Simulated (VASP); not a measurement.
Runs of VASP 6.6.1 on SbH3. The cell holds a molecule in a box, 4 atoms: a = 11.000 Å, b = 12.000 Å, c = 11.000 Å, α = 90.00°, β = 90.00°, γ = 90.00°. 

| task | level | potentials or basis | cell | cutoff (eV) | grid for exact exchange (PRECFOCK) | screening parameter | exchange at q = 0 | gap on the mesh (eV) | largest force (eV/Å) |
| --- | --- | --- | --- | --- | --- | --- | --- | --- | --- |
| atomic charges | PBE+TS | VASP PAW PBE potentials, release 64 (Sb, H) | as given | 520 | - | - | - | 5.46 | (b) |
| relaxation of the atoms | PBE+D3(BJ) | VASP PAW PBE potentials, release 64 (Sb, H) | atoms relaxed | 520 | - | - | - | 5.44 | - |
| relaxation of the atoms | BLYP | VASP PAW PBE potentials, release 64 (Sb, H) | atoms relaxed | 520 | - | - | - | 5.37 | - |
| single point | HSE06 | VASP PAW PBE potentials, release 64 (Sb, H_h) | as given | 900 | Fast | 0.2 1/A | - | 6.40 | 0.02 |
| single point | r2SCAN0 | VASP PAW PBE potentials, release 64 (Sb, H) | as given | 520 | Fast | - | truncated | 7.48 | (a) |

Alike in all rows: no spin polarisation; k mesh 1 × 1 × 1; smearing gaussian 0.01 eV.

**Question.** Estimate the missing entries.

**Answer.** (a) 0.24; (b) 0.67.

Caveats: spin-orbit coupling is left out, which moves the levels of the heavy elements; the PAW data sets were made with another functional, which shifts forces and pressure a little (some runs).

A k mesh can miss the band edges, and the runs leave out spin-orbit coupling on Sb.

Not every run made on this cell is shown here.
